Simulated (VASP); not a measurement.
All values below come from r2SCAN meta-GGA, VASP's PBE PAW potentials (set 64) (plane waves; VASP 6.6.1). For the first row: Settings: 400 eV cut-off, 12×12×14 Γ-centred mesh, tetrahedra with Blöchl corrections, potentials Hf_pv Ge_d.

```tsv
system	energy (eV/atom)
HfGe (relaxed from the WC structure, space group P-6m2)	-29.8886
Hf (hcp)	-45.1517
Ge (diamond)	-13.8670
```

The references are the elements' solids at the same level; no temperature or zero-point terms are added.

Problem. What is the formation energy per atom of HfGe?

Solution. The references average (1×(-45.1517) + 1×(-13.8670))/2 = -29.5093 eV, so the formation energy is -29.8886 − (-29.5093) = -0.379 eV/atom.
